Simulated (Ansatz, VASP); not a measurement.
## Rb in two plane-wave programs

Wanted: the spread between two codes on one cell, functional and k mesh.

Program: Ansatz 0.2.0. Level of theory: plane waves, with VASP 6.6.1 beside it; single point at PBEsol and single point at LDA. Results are calculated unless marked as measured.

### 1. The starting structure

The cell holds 4 atoms: 4 Rb. Its edges and angles: a = 4.854 Å, b = 7.927 Å, c = 27.890 Å, α = 90.0°, β = 90.0°, γ = 144.7°. It derives from Rb. As first built, before any earlier steps moved the atoms (in the runner's words): stoichiometric True; symmetric True. Vacuum lies along c.

### 2. Ansatz: single point, PBEsol

Ansatz runs on its default PAW (the set named soft_2) files.

With cell and atoms fixed, the geometry can't cause a difference; cores, projectors, grids and the points listed under the comparison can.

File input.yaml:

```yaml
crystal:
  lattice:
    - [4.8540723882, 0.0, 0.0]
    - [-6.4720965176, 4.5764633361, 0.0]
    - [0.0, 0.0, 27.8900005257]
  atoms:
    - { symbol: Rb, position: [0.0, 0.0, 0.713158844] }
    - { symbol: Rb, position: [0.0, 0.5, 0.571052948] }
    - { symbol: Rb, position: [0.0, 0.0, 0.428947052] }
    - { symbol: Rb, position: [0.0, 0.5, 0.286841156] }
hamiltonian:
  xc: pbesol
  pseudopotentials: { kind: paw }
kpoints:
  mp_grid: { grid: [3, 3, 1] }
scf:
  occupations: { method: gaussian, width: 0.05 }
  n_extra_bands: 5
efield:
  axis: 3
  dipole_correction: true
  ramp_width: 0.04
output:
  forces: true
  eigenvalues: true
  write_density: true
  write_potential: true
  elf: true
  volumetric_format: npy
```

Started as:

```console
> ansatz run input.yaml --threads 2 --pin off --max-ram 4608MiB --backend cpu --events-out ev --progress --plain --runs-dir out
```

Numbers of over 12 decimals in the logs are rounded to 6 here.

The log of the run:

```text
scf.n_extra_bands = 5 over 18 filled bands (N_el = 36.0): the run solves 23 bands
Engine: ansatz 0.2.0, x86_64-unknown-linux-gnu
Pseudopotentials: kind: paw
Pseudopotential: Rb, paw, valence charge 9, recommended cutoff 420 eV (normal), Rb.paw.azcp
Functional definition: PBEsol
  exchange = pbesol_x
  correlation = pbesol_c
Crystal: 4 atoms, lattice volume = 619.562 Å³
Basis set: ecut = 420 eV, 12101 PW (Γ), exchange–correlation on 72×108×384 points (8 copies of the dense FFT grid, shifted against one another)
Bands: 23, of which v1, the nominal top of the filled ones, is band 18 counted from 1 (17 counted from 0)
Symmetry: 4 space group operations
k-points: 4 of 9
Non-local potential: Rb, projectors of the file, l = 0: 3, l = 1: 2, l = 2: 2
PAW form: soft (Blöchl's): semilocal exchange-correlation on the pseudo side does not see the compensation charge
PAW frozen core: Rb, regenerated for the run's functional, and the local potential with it (the file was generated under x = pbe(κ = 0.804, μ = 0.219515), c = pbe(β = 0.066725))
PAW one-centre angular grid: Rb, 110 points (default); XC on 64 Gauss nodes
Initial density: superposition of atomic densities (neutral atoms: chi_scale 0, normalization atom), corrected by the library's trained network
Initial wavefunctions: pseudopotential atomic-orbital guess
Functional: x = pbesol(κ = 0.804, μ = 0.123457), c = pbesol(β = 0.046)
SCF iter   1: F=—  HF=-12867.830322 eV  |F-HF|=—  |Δ(HF+E_count)|=         —  Δρ=7.08e-4  dr2=4.51e-2  ethr=1.77e-3  p=0.000 e·Å  D=2.33e-14 V/Å  ΔV_dip=-0.00 eV  dr2_dipole=2.55e-6  V_vac-E_F(+/−)=2.57/2.58 eV  ⟨swp⟩=10.2  Hψ=509  notcnv=0
efield: sawtooth ramp at fractional position 0.9800 (placed from the atoms, in the widest stretch of the axis that holds none; the zero of the levels goes with the place), width 0.0400; the density the first Hamiltonian is built on has a dipole p = 0.000 e·Å; the dipole correction subtracts the counter field D = 2.33e-14 V/Å, which shifts the + side's vacuum level by -0.00 eV against the − side's; the planar-averaged density in the ramp window peaks in size at 3.4e-5 e/Å³
preconditioner: auto → LDOS  [insulator: Δε(μ)=0.273 eV  Ē_g=1.742 eV  σ=0.050 eV  W_gap=0.50  n_scr=60 (ndim 8)  ℏωp=3.0 eV  f_vac=0.391  D(μ)=10.03/eV (n_scr^D=60)  ε∞_Penn≈3.9  β→1.0]
SCF iter   2: F=—  HF=-12867.827499 eV  |F-HF|=—  |Δ(HF+E_count)|=   2.82e-3  Δρ=2.96e-4  dr2=8.80e-3  ethr=1.25e-4  p=0.000 e·Å  D=6.04e-6 V/Å  ΔV_dip=-0.00 eV  dr2_dipole=2.12e-7  V_vac-E_F(+/−)=2.46/2.46 eV  ⟨swp⟩=3.0  Hψ=160  notcnv=0  defer=2
SCF iter   3: F=—  HF=-12867.827197 eV  |F-HF|=—  |Δ(HF+E_count)|=   3.02e-4  Δρ=2.31e-4  dr2=2.41e-3  ethr=2.44e-5  p=0.000 e·Å  D=3.01e-6 V/Å  ΔV_dip=-0.00 eV  dr2_dipole=1.20e-7  V_vac-E_F(+/−)=2.40/2.40 eV  ⟨swp⟩=1.8  Hψ=124  notcnv=0  defer=2
SCF iter   4: F=—  HF=-12867.827050 eV  |F-HF|=—  |Δ(HF+E_count)|=   1.47e-4  Δρ=9.13e-5  dr2=3.93e-4  ethr=6.71e-6  p=0.000 e·Å  D=3.45e-6 V/Å  ΔV_dip=-0.00 eV  dr2_dipole=4.23e-8  V_vac-E_F(+/−)=2.38/2.38 eV  ⟨swp⟩=2.0  Hψ=130  notcnv=0  defer=2
SCF iter   5: F=—  HF=-12867.827057 eV  |F-HF|=—  |Δ(HF+E_count)|=   6.27e-6  Δρ=3.67e-5  dr2=2.23e-4  ethr=1.09e-6  p=0.000 e·Å  D=2.09e-6 V/Å  ΔV_dip=-0.00 eV  dr2_dipole=1.49e-8  V_vac-E_F(+/−)=2.37/2.37 eV  ⟨swp⟩=2.8  Hψ=147  notcnv=0  defer=2
SCF iter   6: F=—  HF=-12867.827051 eV  |F-HF|=—  |Δ(HF+E_count)|=   5.80e-6  Δρ=2.33e-5  dr2=2.34e-5  ethr=6.19e-7  p=0.000 e·Å  D=8.75e-7 V/Å  ΔV_dip=-0.00 eV  dr2_dipole=3.98e-9  V_vac-E_F(+/−)=2.35/2.35 eV  ⟨swp⟩=1.8  Hψ=96  notcnv=0  defer=2
SCF iter   7: F=—  HF=-12867.827275 eV  |F-HF|=—  |Δ(HF+E_count)|=   2.24e-4  Δρ=1.11e-5  dr2=4.45e-6  ethr=6.50e-8  p=0.000 e·Å  D=5.88e-7 V/Å  ΔV_dip=-0.00 eV  dr2_dipole=2.43e-10  V_vac-E_F(+/−)=2.35/2.35 eV  ⟨swp⟩=2.0  Hψ=125  notcnv=0  defer=2
SCF iter   8: F=—  HF=-12867.827274 eV  |F-HF|=—  |Δ(HF+E_count)|=   1.60e-7  Δρ=5.02e-6  dr2=2.46e-6  ethr=1.24e-8  p=0.000 e·Å  D=2.28e-7 V/Å  ΔV_dip=-0.00 eV  dr2_dipole=1.01e-10  V_vac-E_F(+/−)=2.35/2.35 eV  ⟨swp⟩=2.2  Hψ=123  notcnv=0  defer=2
SCF iter   9: F=—  HF=-12867.827274 eV  |F-HF|=—  |Δ(HF+E_count)|=   1.78e-8  Δρ=3.15e-6  dr2=5.57e-7  ethr=6.83e-9  p=-0.000 e·Å  D=-2.11e-8 V/Å  ΔV_dip=0.00 eV  dr2_dipole=8.72e-11  V_vac-E_F(+/−)=2.35/2.35 eV  ⟨swp⟩=1.5  Hψ=94  notcnv=0  defer=2
SCF iter  10: F=-12867.827274 eV  HF=-12867.827274 eV  |F-HF|=5.75e-9  |Δ(HF+E_count)|=   1.29e-8  Δρ=1.22e-6  dr2=4.35e-8  ethr=2.78e-10  p=-0.000 e·Å  D=-9.46e-8 V/Å  ΔV_dip=0.00 eV  dr2_dipole=2.95e-12  V_vac-E_F(+/−)=2.35/2.35 eV  ⟨swp⟩=13.2  Hψ=749  notcnv=0
SCF 1 converged in 10 iterations: F = -12867.827274 eV  dr2 = 4.35e-8
  greatest PAW one-centre occupation: 0.975 electrons in one spin orbital (limit 2), on the Rb atom at site 3 (counted from 0), in its partial waves of l = 0
WARN: The output density's exchange-correlation potential varies sharply where the density is thin. Do not read a vacuum level from v_tot or v_xc, or from such a field of the output density. On a cell that repeats whose density bears no net charge and no dipole along the vacuum's axis use v_es (v_loc + v_h of the components); under efield.dipole_correction with no amplitude use v_es + v_field, which holds any externa [...]
SCF converged after 10 iterations
Free energy (F): -12867.827274 eV
Harris-Foulkes:  -12867.827274 eV  (|F-HF|=5.75e-9)
Internal energy: -12867.814737 eV  (E = F + TS)
E sigma→0 (E₀):  -12867.821006 eV
Entropy (-TS):   -0.012538 eV (-3.134 meV/atom)
Fermi energy:    0.117251 eV
Dipole field:    D = 0.000001 V/Å  (p = 0.000004 e·Å, saw-weighted, corrected)
Work function:   Φ+ = 2.3488 eV   Φ− = 2.3489 eV
Levels:          The Fermi level and band energies are counted from a zero that moves with the ramp; work functions are not
--- Per-component energies (eV) ---
  E_band       = -537.800809
  E_kinetic    = 762.726380
  E_local      = -7699.420452  (includes V_loc(G=0)·N_el)
  E_nonlocal   = 700.637988
  E_hartree    = 3193.627181
  E_xc         = -510.551376
  E_vxc        = -536.470913  (∫ρ·V_xc dr)
  E_paw        = -10277.110982  (= ΣΔE_a)
  E_vpaw       = -152.521358  (= ΣTr[D̂ρ^β])
  E_aug_tail   = -0.000005  (compensation charges beyond the density's cutoff)
  E_efield     = 0.000000  (sawtooth field / dipole correction)
  E_vefield    = 0.000000  (∫n·V_field dr)
  E_ewald      = 961.781845
  E_core_change = 0.494683  (= ΣΔE_core)
  E_smearing   = -0.012538  (= −TS)
  E_closure    = 0.000000  (closes the sum)
  Σ components = -12867.827274   (vs F -12867.827274, Δ=0.00e0)
--- Forces (eV/Å), atoms counted from 1 ---
  atom   1  Rb     0.00000000    -0.00000000    -0.04382541
  atom   2  Rb    -0.00000000     0.00000000     0.05680865
  atom   3  Rb     0.00000000     0.00000000    -0.05680879
  atom   4  Rb    -0.00000000     0.00000000     0.04382527
  max |Σ_I F_I| component: 2.76e-7 eV/Å
--- Band table (eV) ---
  k-point 0: bands = [... 14 lower, -12.6434, -12.6434, -1.6595, -1.2869, -0.7516, -0.0525, 0.9435, 1.3389, ... 1 higher]
  k-point 1: bands = [... 14 lower, -12.6517, -12.6494, -0.7146, -0.3742, 0.1173, 0.7942, 1.3929, 1.4493, ... 1 higher]
  k-point 2: bands = [... 14 lower, -12.6737, -12.6647, 0.6023, 0.9054, 1.2424, 1.2901, 1.3009, 1.4590, ... 1 higher]
  k-point 3: bands = [... 14 lower, -12.6792, -12.6579, -0.4276, -0.0808, 0.3937, 1.0126, 1.4507, 1.8396, ... 1 higher]
```

Run time: 4 s. Hardware: 2 threads of Intel Xeon Platinum 8488C (Sapphire Rapids), shared host; peak memory 0.72 GiB; 7.2 s of CPU time.

The column dr2 measures how far the density is from self-consistency, as an energy; F and HF (Harris–Foulkes) agree once it is small.

### 3. VASP: single point, PBEsol

The same cell, functional, mesh and smearing now go to VASP, with its own data sets and cutoff.

Lines of VASP's logs that name or quote its potential files are left out, and so is its time.

File INCAR:

```
SYSTEM = Rb
PREC = Normal
ENCUT = 350
EDIFF = 1E-06
NELM = 120
ISMEAR = 0
SIGMA = 0.05
LREAL = .FALSE.
ALGO = Normal
GGA = PS
NBANDS = 20
LORBIT = 11
LWAVE = .FALSE.
LCHARG = .FALSE.
NCORE = 4
IDIPOL = 3
LDIPOL = .TRUE.
DIPOL = 0.5 0.5 0.5
LVHAR = .TRUE.
LVACPOTAV = .TRUE.
```

File POSCAR:

```
Rb
1.0
    4.8540723882      0.0000000000      0.0000000000
   -6.4720965176      4.5764633361      0.0000000000
    0.0000000000      0.0000000000     27.8900005257
Rb
4
Direct
    0.0000000000      0.0000000000      0.7131588440
    0.0000000000      0.5000000000      0.5710529480
    0.0000000000      0.0000000000      0.4289470520
    0.0000000000      0.5000000000      0.2868411560
```

File KPOINTS:

```
Automatic mesh
0
Gamma
3 3 1
0 0 0
```

The projector-augmented-wave data sets are Rb_pv (PBE family, release 64).

Started as:

```console
> mpirun -np 4 vasp_std
```

The log of the run:

```text
[banner, memory and clock lines left out]
running    4 mpi-ranks, on    1 nodes
 distrk:  each k-point on    4 cores,    1 groups
 distr:  one band on    4 cores,    1 groups

 POSCAR found type information on POSCAR Rb
 POSCAR found :  1 types and       4 ions
|                                                                             |
|               ----> ADVICE to this user running VASP <----                  |
|                                                                             |
|     You enforced a specific xc type in the INCAR file but a different       |
|     [... a line on the potential file left out ...]
|     I HOPE YOU KNOW WHAT YOU ARE DOING!                                     |
|                                                                             |

 LDA part: xc-table for (Slater+PW92), standard interpolation
 POSCAR, INCAR and KPOINTS ok, starting setup
 FFT: planning ... GRIDC
 FFT: planning ... GRID_SOFT
 FFT: planning ... GRID
 WAVECAR not read
 entering main loop
       N       E                     dE             d eps       ncg     rms          rms(c)
DAV:   1     0.402516813287E+02    0.40252E+02   -0.90274E+03   224   0.704E+02
DAV:   2    -0.303217697269E+01   -0.43284E+02   -0.42502E+02   176   0.118E+02
DAV:   3    -0.398236854254E+01   -0.95019E+00   -0.94152E+00   208   0.150E+01
DAV:   4    -0.401816964159E+01   -0.35801E-01   -0.35757E-01   208   0.201E+00
DAV:   5    -0.401908672859E+01   -0.91709E-03   -0.91695E-03   212   0.271E-01    0.320E+00
DAV:   6    -0.390546047467E+01    0.11363E+00   -0.42887E-01   184   0.209E+00    0.179E+00
DAV:   7    -0.388266828188E+01    0.22792E-01   -0.58471E-02   192   0.853E-01    0.661E-01
DAV:   8    -0.387731474550E+01    0.53535E-02   -0.11787E-02   200   0.354E-01    0.130E-01
DAV:   9    -0.387748492898E+01   -0.17018E-03   -0.32122E-03   188   0.190E-01    0.613E-02
DAV:  10    -0.387788145299E+01   -0.39652E-03   -0.19222E-03   188   0.115E-01    0.365E-02
DAV:  11    -0.387813741596E+01   -0.25596E-03   -0.56893E-04   192   0.463E-02    0.192E-02
DAV:  12    -0.387840734522E+01   -0.26993E-03   -0.22599E-04   168   0.318E-02    0.107E-02
DAV:  13    -0.387846135321E+01   -0.54008E-04   -0.17519E-04   180   0.264E-02    0.677E-03
DAV:  14    -0.387844203943E+01    0.19314E-04   -0.41114E-05   172   0.158E-02    0.557E-03
DAV:  15    -0.387845958179E+01   -0.17542E-04   -0.49733E-06   168   0.585E-03    0.317E-03
DAV:  16    -0.387852515010E+01   -0.65568E-04   -0.21071E-05   160   0.112E-02    0.240E-03
DAV:  17    -0.387853943387E+01   -0.14284E-04   -0.19987E-06   136   0.429E-03    0.132E-03
DAV:  18    -0.387855364655E+01   -0.14213E-04   -0.25737E-06   132   0.318E-03    0.608E-04
DAV:  19    -0.387855439046E+01   -0.74391E-06   -0.96639E-08   112   0.924E-04
|                                                                             |
|           W    W    AA    RRRRR   N    N  II  N    N   GGGG   !!!           |
|           W    W   A  A   R    R  NN   N  II  NN   N  G    G  !!!           |
|           W    W  A    A  R    R  N N  N  II  N N  N  G       !!!           |
|           W WW W  AAAAAA  RRRRR   N  N N  II  N  N N  G  GGG   !            |
|           WW  WW  A    A  R   R   N   NN  II  N   NN  G    G                |
|           W    W  A    A  R    R  N    N  II  N    N   GGGG   !!!           |
|                                                                             |
|     Did not find any points to average over, which means that no vacuum     |
|     field-free region was found. Please increase the size of  your cell     |
|     in the dimension of the dipole correction to obtain accurate            |
|     workfunction values.                                                    |
|                                                                             |

   1 F= -.38785544E+01 E0= -.38722856E+01  d E =-.125376E-01
```

From OUTCAR (step 3):

```text
ion  position               nearest neighbor table
   1  0.000  0.000  0.713-   2 4.85   2 4.85   2 5.61   2 5.61
   2  0.000  0.500  0.571-   1 4.85   1 4.85   3 4.85   3 4.85   1 5.61   1 5.61   3 5.61   3 5.61

  LATTYP: Found a base centered orthorhombic cell.
 ALAT       =     5.6050000000
 B/A-ratio  =     1.4142135624
 C/A-ratio  =     4.9759144560

 Subroutine GETGRP returns: Found  8 space group operations
 (whereof  4 operations were pure point group operations)

The static configuration has the point symmetry C_2v.
 The point group associated with its full space group is D_2h.

 Found      4 irreducible k-points:

   k-points           NKPTS =      4   k-points in BZ     NKDIM =      4   number of bands    NBANDS=     20

   dimension x,y,z NGX =    24 NGY =   36 NGZ =  128
   dimension x,y,z NGXF=    48 NGYF=   72 NGZF=  256

   ENCUT  =  350.0 eV  25.72 Ry    5.07 a.u.   7.40 12.09 42.54*2*pi/ulx,y,z

   NELECT =      28.0000    total number of electrons

 k-points in reciprocal lattice and weights: Automatic mesh
   0.00000000  0.00000000  0.00000000       0.111
   0.33333333 -0.00000000  0.00000000       0.222
   0.00000000  0.33333333  0.00000000       0.444
   0.33333333  0.33333333  0.00000000       0.222

 dipolmoment           0.000000      0.000000      0.000000 electrons x Angstroem

 average (electrostatic) potential at core
       1 -18.0409       2 -17.8784       3 -17.8784       4 -18.0409

 E-fermi :  -1.6620

 k-point     1 :       0.0000    0.0000    0.0000
  band No.  band energies     occupation
    ...
     12     -14.4296      2.00000
     13      -3.4443      2.00000
     14      -3.0703      2.00000
     15      -2.5326      2.00000
     16      -1.8322      2.00000
     17      -0.8345      0.00000
     18      -0.4395      0.00000
     19       0.1312      0.00000
     20       0.8167      0.00000

 k-point     2 :       0.3333   -0.0000    0.0000
  band No.  band energies     occupation
    ...
      8     -14.4991      2.00000
      9     -14.4941      2.00000
     10     -14.4921      2.00000
     11     -14.4596      2.00000
     12     -14.4503      2.00000
     13      -1.1763      0.00000
     14      -0.8727      0.00000
     15      -0.5355      0.00000
     16      -0.4869      0.00000
     17      -0.4761      0.00000
    ...

 k-point     3 :       0.0000    0.3333    0.0000
  band No.  band energies     occupation
    ...
     11     -14.4378      2.00000
     12     -14.4357      2.00000
     13      -2.4964      2.00000
     14      -2.1552      2.00000
     15      -1.6620      1.00000
     16      -0.9842      0.00000
     17      -0.3850      0.00000
     18      -0.3277      0.00000
     19      -0.0648      0.00000
     20       0.2199      0.00000

  Total       -0.1626604     -0.4616318     -0.2945767     -0.4228094      0.0000000      0.0000000
  in kB       -0.4206373     -1.1937724     -0.7617707     -1.0933783      0.0000000      0.0000000
  external PRESSURE =      -0.7920601 kB  Pullay stress =       0.0000000 kB

  energy-cutoff  :      350.00
  volume of cell :      619.56
      direct lattice vectors                 reciprocal lattice vectors
     4.854072388  0.000000000  0.000000000     0.206012585  0.291345792  0.000000000
    -6.472096518  4.576463336  0.000000000     0.000000000  0.218509344  0.000000000
     0.000000000  0.000000000 27.890000526     0.000000000  0.000000000  0.035855145

 POSITION                                       TOTAL-FORCE (eV/Angst)
 -----------------------------------------------------------------------------------
      0.00000      0.00000     19.89000         0.000000      0.000000     -0.043636
     -3.23605      2.28823     15.92667         0.000000      0.000000      0.056965
      0.00000      0.00000     11.96333         0.000000      0.000000     -0.056965
     -3.23605      2.28823      8.00000         0.000000      0.000000      0.043636
 -----------------------------------------------------------------------------------
    total drift:                               -0.000000      0.000000      0.000000

  FREE ENERGIE OF THE ION-ELECTRON SYSTEM (eV)
  ---------------------------------------------------
  free  energy   TOTEN  =        -3.8785543905 eV

  energy  without entropy=       -3.8660168142  energy(sigma->0) =       -3.87228560

 vacuum level on the upper side and lower side of the slab         0.682         0.682

 total charge
# of ion       s       p       d       tot
------------------------------------------
    1        0.153   5.934   0.010   6.097
    2        0.148   5.943   0.014   6.104
    3        0.148   5.943   0.014   6.104
    4        0.153   5.934   0.010   6.097
--------------------------------------------------
tot          0.602  23.755   0.047  24.404

[... 1 further part left out ...]
```

### 4. Differences

Known differences besides the potentials themselves: the data sets hold 36 valence electrons in Ansatz (default PAW (the set named soft_2) files) and 28 in VASP; the cutoff is 420 eV in Ansatz and 350 eV in VASP (PREC = Normal); Ansatz makes its cores anew for this functional, VASP keeps those of its PBE data sets; VASP leaves aspherical gradient terms in its spheres out (LASPH is not set), Ansatz keeps them. Total energies have different zeros and are not compared.

Both answers:

```tsv
quantity	Ansatz	VASP	difference
work function, lower of the two faces (eV)	2.35	2.34	0.00
work function, higher of the two faces (eV)	2.35	2.34	0.00
```

Forces (eV/Å; atoms numbered as in POSCAR):

```tsv
atom	Ansatz x, y, z	VASP x, y, z
Rb1	0.000, 0.000, -0.044	0.000, 0.000, -0.044
Rb2	0.000, 0.000, 0.057	0.000, 0.000, 0.057
Rb3	0.000, 0.000, -0.057	0.000, 0.000, -0.057
Rb4	0.000, 0.000, 0.044	0.000, 0.000, 0.044
```

The forces differ by 0.1 meV/Å r.m.s., which is 0.3 % of the r.m.s. force of 0.03 eV/Å (both taken over all components). VASP's log warns that it found no field-free region in the vacuum, so its work functions are uncertain.

(Part 1 of 2 ends here.)

[Lines on the potential files, build, host, timing and source positions are cut from VASP's logs without a mark.]

[Logs are printed without paths, hosts, clocks, repeated set-up lines and the standing remarks that a program may print on its own settings, such as how far it seeks lower states.]

[Hosts, paths, dates, database ids (printed as entryN), source tags and the programs' standing remarks are cut or masked in the printed files.]
